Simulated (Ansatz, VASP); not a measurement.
# TiCo: VASP beside Ansatz, part 2 of 2

Aim: how closely do two programs agree when they are given the same cell, functional and k mesh? The cell is taken from a series of runs on this material, whose earlier steps may have relaxed, scaled, displaced or heated it; both programs get it as it stands.

VASP 6.6.1 and Ansatz 0.2.0.

So far: The starting structure; Ansatz: relaxation of cell and atoms, PBEsol.

**3. VASP: relaxation of cell and atoms, PBEsol**

Level of this step: PBEsol, spin-polarised from a ferromagnetic start (one magnetic atom a cell); plane waves and PAW (Ti_sv, Co) (VASP).

The same cell, functional, mesh and smearing now go to VASP, with its own data sets.

Lines of VASP's logs that name or quote its potential files are left out, and so is its time.

File INCAR:

```
SYSTEM = TiCo
PREC = Accurate
ENCUT = 600
EDIFF = 1E-07
NELM = 200
ISMEAR = 0
SIGMA = 0.15
LREAL = .FALSE.
ALGO = Normal
GGA = PS
NBANDS = 18
ISPIN = 2
MAGMOM = -0 0.71
LASPH = .TRUE.
LMAXMIX = 4
LORBIT = 11
LWAVE = .FALSE.
LCHARG = .FALSE.
ISIF = 3
IBRION = 2
NSW = 80
EDIFFG = -0.005
GGA_COMPAT = .FALSE.
NELMIN = 4
KPAR = 2
```

File POSCAR:

```
TiCo
1.0
    2.9383480000      0.0000000000      0.0000000000
    0.0000000000      2.9383480000      0.0000000000
    0.0000000000      0.0000000000      2.9383480000
Ti Co
1 1
Direct
    0.0000000000      0.0000000000      0.0000000000
    0.5000000000      0.5000000000      0.5000000000
```

File KPOINTS:

```
Automatic mesh
0
Gamma
16 16 16
0 0 0
```

The projector-augmented-wave data sets are Ti_sv and Co (PBE family, release 64).

On the command line:

```console
$ mpirun -np 2 vasp_std
```

Numbers of over 12 decimals in the logs are rounded to 6 here.

Log:

```text
[banner, memory and clock lines left out]
running    2 mpi-ranks, on    1 nodes
 distrk:  each k-point on    1 cores,    2 groups
 distr:  one band on    1 cores,    1 groups

 POSCAR found type information on POSCAR TiCo
 POSCAR found :  2 types and       2 ions
|                                                                             |
|               ----> ADVICE to this user running VASP <----                  |
|                                                                             |
|     You enforced a specific xc type in the INCAR file but a different       |
|     [... a line on the potential file left out ...]
|     I HOPE YOU KNOW WHAT YOU ARE DOING!                                     |
|                                                                             |

 LDA part: xc-table for (Slater+PW92), standard interpolation
 POSCAR, INCAR and KPOINTS ok, starting setup
 FFT: planning ... GRIDC
 FFT: planning ... GRID_SOFT
 FFT: planning ... GRID
 WAVECAR not read
 entering main loop
       N       E                     dE             d eps       ncg     rms          rms(c)
DAV:   1     0.165446902610E+03    0.16545E+03   -0.11090E+04 11944   0.163E+03
DAV:   2    -0.961069253602E+01   -0.17506E+03   -0.16967E+03 12014   0.363E+02
DAV:   3    -0.191698795146E+02   -0.95592E+01   -0.94114E+01 15624   0.911E+01
DAV:   4    -0.194406683312E+02   -0.27079E+00   -0.26955E+00 14400   0.131E+01
DAV:   5    -0.194494216010E+02   -0.87533E-02   -0.87513E-02 14620   0.226E+00    0.149E+01
DAV:   6    -0.182604236935E+02    0.11890E+01   -0.15695E+01 12778   0.543E+01    0.111E+01
DAV:   7    -0.184471156159E+02   -0.18669E+00   -0.19346E+01 15042   0.446E+01    0.165E+01
DAV:   8    -0.169194753934E+02    0.15276E+01   -0.79447E+00 15436   0.263E+01    0.188E+00
DAV:   9    -0.169168518575E+02    0.26235E-02   -0.25061E-01 16832   0.490E+00    0.184E+00
DAV:  10    -0.169094871612E+02    0.73647E-02   -0.52218E-02 14940   0.261E+00    0.691E-01
DAV:  11    -0.169098315024E+02   -0.34434E-03   -0.53068E-03 16114   0.752E-01    0.373E-01
DAV:  12    -0.169108831716E+02   -0.10517E-02   -0.57448E-03 15496   0.770E-01    0.251E-01
DAV:  13    -0.169114922055E+02   -0.60903E-03   -0.32537E-03 17900   0.504E-01    0.151E-01
DAV:  14    -0.169121165591E+02   -0.62435E-03   -0.36837E-03 16142   0.574E-01    0.117E-01
DAV:  15    -0.169123375324E+02   -0.22097E-03   -0.52812E-03 16268   0.701E-01    0.480E-02
DAV:  16    -0.169123757736E+02   -0.38241E-04   -0.24989E-04 14058   0.148E-01    0.171E-02
DAV:  17    -0.169123759706E+02   -0.19695E-06   -0.82514E-06 15032   0.277E-02    0.123E-02
DAV:  18    -0.169123756950E+02    0.27557E-06   -0.37088E-05 14670   0.630E-02    0.515E-03
DAV:  19    -0.169123767146E+02   -0.10196E-05   -0.12368E-05 14392   0.375E-02    0.158E-03
DAV:  20    -0.169123767798E+02   -0.65188E-07   -0.42317E-07 11712   0.693E-03
   1 F= -.16912377E+02 E0= -.16898589E+02  d E =-.169124E+02  mag=     0.6001
 curvature:   0.00 expect dE= 0.000E+00 dE for cont linesearch  0.000E+00
 trial: gam= 0.00000 g(F)=  0.000E+00 g(S)=  0.430E-03 ort = 0.000E+00 (trialstep = 0.100E+01)
 search vector abs. value=  0.430E-03
 bond charge predicted
       N       E                     dE             d eps       ncg     rms          rms(c)
DAV:   1    -0.169217310406E+02   -0.93543E-02   -0.16609E-01 13198   0.554E+00    0.907E-01
DAV:   2    -0.169441978582E+02   -0.22467E-01   -0.18936E-01 12766   0.521E+00    0.212E+00
DAV:   3    -0.169126651182E+02    0.31533E-01   -0.12678E-01 15400   0.410E+00    0.282E-01
DAV:   4    -0.169121994181E+02    0.46570E-03   -0.20379E-03 15894   0.363E-01    0.115E-01
DAV:   5    -0.169122400306E+02   -0.40613E-04   -0.32555E-04 16220   0.989E-02    0.740E-02
DAV:   6    -0.169122873857E+02   -0.47355E-04   -0.66781E-05 17802   0.431E-02    0.581E-02
DAV:   7    -0.169123576010E+02   -0.70215E-04   -0.22059E-04 16770   0.124E-01    0.170E-02
DAV:   8    -0.169123604102E+02   -0.28091E-05   -0.30176E-05 12752   0.348E-02    0.119E-02
DAV:   9    -0.169123624099E+02   -0.19997E-05   -0.15094E-05 13492   0.406E-02    0.114E-02
DAV:  10    -0.169123627836E+02   -0.37369E-06   -0.22437E-06 17124   0.142E-02    0.832E-03
DAV:  11    -0.169123628505E+02   -0.66902E-07   -0.10496E-06 12866   0.117E-02    0.459E-03
DAV:  12    -0.169123628557E+02   -0.52701E-08   -0.77268E-07 12596   0.954E-03
   2 F= -.16912363E+02 E0= -.16898520E+02  d E =0.139240E-04  mag=     0.5730
 trial-energy change:    0.000014  1 .order    0.000026   -0.000430    0.000481
 step:   0.4911(harm=  0.4719)  dis= 0.00000  next Energy=   -16.912484 (dE=-0.107E-03)
 bond charge predicted
       N       E                     dE             d eps       ncg     rms          rms(c)
DAV:   1    -0.169149174940E+02   -0.25546E-02   -0.43084E-02 13148   0.283E+00    0.462E-01
DAV:   2    -0.169210267377E+02   -0.61092E-02   -0.50748E-02 12764   0.265E+00    0.112E+00
DAV:   3    -0.169125557281E+02    0.84710E-02   -0.35339E-02 15496   0.212E+00    0.139E-01
DAV:   4    -0.169124446913E+02    0.11104E-03   -0.50851E-04 15542   0.175E-01    0.650E-02
DAV:   5    -0.169124495598E+02   -0.48686E-05   -0.90667E-05 16692   0.506E-02    0.400E-02
DAV:   6    -0.169124604100E+02   -0.10850E-04   -0.15926E-05 17458   0.216E-02    0.312E-02
DAV:   7    -0.169124761858E+02   -0.15776E-04   -0.54601E-05 16950   0.601E-02    0.728E-03
DAV:   8    -0.169124771385E+02   -0.95269E-06   -0.73435E-06 13282   0.165E-02    0.654E-03
DAV:   9    -0.169124776469E+02   -0.50845E-06   -0.42999E-06 13778   0.216E-02    0.549E-03
DAV:  10    -0.169124777986E+02   -0.15164E-06   -0.98100E-07 13016   0.928E-03    0.399E-03
DAV:  11    -0.169124778853E+02   -0.86689E-07   -0.41947E-07  9630   0.707E-03
   3 F= -.16912478E+02 E0= -.16898656E+02  d E =-.101106E-03  mag=     0.5865
 curvature:  -0.24 expect dE=-0.102E-05 dE for cont linesearch -0.102E-05
 trial: gam=-0.09014 g(F)=  0.112E-64 g(S)=  0.432E-05 ort = 0.431E-04 (trialstep = 0.898E+00)
 search vector abs. value=  0.434E-07
 reached required accuracy - stopping structural energy minimisation
```

From OUTCAR (step 3):

```text
ion  position               nearest neighbor table
   1  0.000  0.000  0.000-   2 2.54   2 2.54   2 2.54   2 2.54   2 2.54   2 2.54   2 2.54   2 2.54

  LATTYP: Found a simple cubic cell.
 ALAT       =     2.9383480000

 Subroutine GETGRP returns: Found 48 space group operations
 (whereof 48 operations were pure point group operations)

The static configuration has the point symmetry O_h .

 Found    165 irreducible k-points:

   k-points           NKPTS =    165   k-points in BZ     NKDIM =    165   number of bands    NBANDS=     18

   dimension x,y,z NGX =    24 NGY =   24 NGZ =   24
   dimension x,y,z NGXF=    48 NGYF=   48 NGZF=   48

   ENCUT  =  600.0 eV  44.10 Ry    6.64 a.u.   5.87  5.87  5.87*2*pi/ulx,y,z

   NELECT =      21.0000    total number of electrons

 k-points in reciprocal lattice and weights: Automatic mesh
   0.00000000  0.00000000  0.00000000       0.000
   0.06250000  0.00000000  0.00000000       0.001
   0.12500000  0.00000000  0.00000000       0.001
   0.18750000  0.00000000  0.00000000       0.001
   0.25000000  0.00000000  0.00000000       0.001
   0.31250000  0.00000000  0.00000000       0.001
   0.37500000  0.00000000  0.00000000       0.001
   0.43750000  0.00000000  0.00000000       0.001
   0.50000000  0.00000000  0.00000000       0.001
[...]
0.50000000  0.50000000  0.43750000       0.001
   0.50000000  0.50000000  0.50000000       0.000

 average (electrostatic) potential at core
       1 -70.3696       2 -77.9873

 E-fermi :  10.4459

 spin component 1
 k-point     1 :       0.0000    0.0000    0.0000
  band No.  band energies     occupation
    ...
      6       6.1610      1.00000
      7       6.1610      1.00000
      8       8.6434      1.00000
      9       8.6434      1.00000
     10       8.6434      1.00000
     11      11.0598      0.00000
     12      11.0598      0.00000
     13      13.3145      0.00000
     14      13.3145      0.00000
     15      13.3145      0.00000
    ...

 k-point     2 :       0.0625    0.0000    0.0000
  band No.  band energies     occupation
    ...
      6       6.1956      1.00000
      7       6.2001      1.00000
      8       8.6374      1.00000
      9       8.6374      1.00000
     10       8.6574      1.00000
     11      11.0199      0.00000
     12      11.0762      0.00000
     13      13.1971      0.00000
     14      13.1971      0.00000
     15      13.2967      0.00000
    ...

 k-point     3 :       0.1250    0.0000    0.0000
  band No.  band energies     occupation
    ...
      6       6.2976      1.00000
      7       6.3104      1.00000
      8       8.6211      1.00000
      9       8.6211      1.00000
     10       8.6980      1.00000
     11      10.9025      0.00001
     12      11.1172      0.00000
     13      12.8886      0.00000
     14      12.8886      0.00000
     15      13.2454      0.00000
    ...

 k-point     4 :       0.1875    0.0000    0.0000
  band No.  band energies     occupation
    ...
      6       6.4616      1.00000
      7       6.4711      1.00000
      8       8.5990      1.00000
      9       8.5991      1.00000
     10       8.7604      1.00000
     11      10.7145      0.00566
     12      11.1545      0.00000
     13      12.4806      0.00000
     14      12.4806      0.00000
     15      13.1669      0.00000
    ...

 k-point     5 :       0.2500    0.0000    0.0000
  band No.  band energies     occupation
    ...
      6       6.6479      1.00000
      7       6.6774      1.00000
      8       8.5770      1.00000
      9       8.5770      1.00000
     10       8.8369      1.00000
     11      10.4690      0.41384
     12      11.1327      0.00000
     13      12.0553      0.00000
     14      12.0553      0.00000
     15      13.0712      0.00000
    ...

 k-point     6 :       0.3125    0.0000    0.0000
  band No.  band energies     occupation
    ...
      7       6.9272      1.00000
      8       8.5601      1.00000
      9       8.5601      1.00000
     10       8.9171      1.00000
     11      10.1877      0.99253
     12      10.9761      0.00000
     13      11.6714      0.00000
     14      11.6714      0.00000
     15      12.9719      0.00000
     16      15.3568      0.00000
    ...

  Total       -0.0077224     -0.0077224     -0.0077224      0.0000000      0.0000000      0.0000000
  in kB       -0.4890384     -0.4890384     -0.4890384      0.0000000      0.0000000      0.0000000
  external PRESSURE =      -0.4890384 kB  Pullay stress =       0.0000000 kB

  energy-cutoff  :      600.00
  volume of cell :       25.30
      direct lattice vectors                 reciprocal lattice vectors
     2.935664578 -0.000000000  0.000000000     0.340638371 -0.000000000  0.000000000
     0.000000000  2.935664578  0.000000000     0.000000000  0.340638371  0.000000000
    -0.000000000 -0.000000000  2.935664578    -0.000000000 -0.000000000  0.340638371

 POSITION                                       TOTAL-FORCE (eV/Angst)
 -----------------------------------------------------------------------------------
      0.00000      0.00000      0.00000        -0.000000      0.000000      0.000000
      1.46783      1.46783      1.46783         0.000000     -0.000000      0.000000
 -----------------------------------------------------------------------------------
    total drift:                                0.000000      0.000000     -0.000000

  FREE ENERGIE OF THE ION-ELECTRON SYSTEM (eV)
  ---------------------------------------------------
  free  energy   TOTEN  =       -16.9124778853 eV

  energy  without entropy=      -16.8848345587  energy(sigma->0) =      -16.89865622

 reached required accuracy - stopping structural energy minimisation

 total charge
# of ion       s       p       d       tot
------------------------------------------
    1        2.261   6.199   1.903  10.363
    2        0.544   0.484   7.356   8.383
--------------------------------------------------
tot          2.804   6.683   9.259  18.746

 magnetization (x)
# of ion       s       p       d       tot
------------------------------------------
    1       -0.002  -0.007   0.004  -0.005
    2        0.022  -0.002   0.593   0.613
--------------------------------------------------
tot          0.020  -0.009   0.597   0.608

[... 6 further parts left out ...]
```

The cell holds one magnetic atom, so no antiferromagnetic order fits into it.

**4. Differences**

Known differences besides the potentials themselves: VASP starts from the moments at which Ansatz ended; the data sets hold 29 valence electrons in Ansatz (on its PAW soft_1 files) and 21 in VASP; the cutoff is 420 eV in Ansatz and 600 eV in VASP; Ansatz makes its cores anew for this functional, VASP keeps those of its PBE data sets; Ansatz adds a Pulay correction to the stress that steers its cell, VASP none; site moments are counted in spheres of each program's own size. Total energies have different zeros and are not compared.

Both answers:

```tsv
quantity	Ansatz	VASP	difference
volume (Å³)	25.41	25.30	+0.42 %
edge a after relaxation, in the typed setting (Å)	2.940	2.936	+0.14 %
total moment (μB)	0.67	0.59	+0.09
moment on Co2 (μB)	0.71	0.61	+0.10
```

**5. Results**

- difference in volume (relaxation of cell and atoms, PBEsol): 0.42 %

**Reading.** The difference in volume is 0.42 % (relaxation of cell and atoms, PBEsol), within the 1.2 % picked in this series as the mark of a large difference, as far as the stopping tolerances let one tell. The data sets hold unlike numbers of valence electrons (29 in Ansatz and 21 in VASP), so part of the differences comes from the potentials. Such differences can come from data sets, numerical settings and the points named under the comparisons, not from the functional's error against experiment.

[Lines on the potential files, build, host, timing and source positions are cut from VASP's logs without a mark.]

[Logs are printed without paths, hosts, clocks, repeated set-up lines and the standing remarks that a program may print on its own settings, such as how far it seeks lower states.]

[Hosts, paths, dates, database ids (printed as entryN), source tags and the programs' standing remarks are cut or masked in the printed files.]
